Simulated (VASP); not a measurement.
ZnS (zinc blende), at 0.96 of the tabulated volume:

```
ZnS
1.0
    0.00000     2.66844     2.66844
    2.66844     0.00000     2.66844
    2.66844     2.66844     0.00000
Zn S
1 1
Direct
  0.00000   0.00000   0.00000
  0.25000   0.25000   0.25000
```

The lowest empty band near Γ, direction [100], from PBE with spin-orbit coupling in VASP (PAW); its two spin partners are averaged. The gap over the points computed is 2.26 eV, and the next band on that side lies 3.98 eV away at the edge.

Settings: 400 eV cut-off, 10×10×10 Γ-centred mesh, Gaussian smearing of 0.050 eV, potentials Zn S.

| distance from the edge in k (1/Å) | distance in energy (meV) |
|---|---|
| 0.012 | 3.0 |
| 0.018 | 6.9 |
| 0.025 | 13.2 |
| 0.035 | 25.8 |
| 0.050 | 52.2 |
| 0.070 | 100.3 |

### Question
Fit E(1 + αE) = ħ²k²/2m* (ħ²/2m0 = 3.810 eV Å²) and predict the row at 0.095 1/Å.

### Answer
Least squares on the energies gives the electron mass m* = 0.179 m0 and α = 0.40 per eV, and so 179.2 meV. The run gave 179.0 meV, -0.2 meV from the fit.

Left out are points under 3 meV from the edge, since the levels carry 0.1 meV, and points farther than half the way to the next band.

The compound is ZnS in the zinc blende structure. The cell was not relaxed at this level.
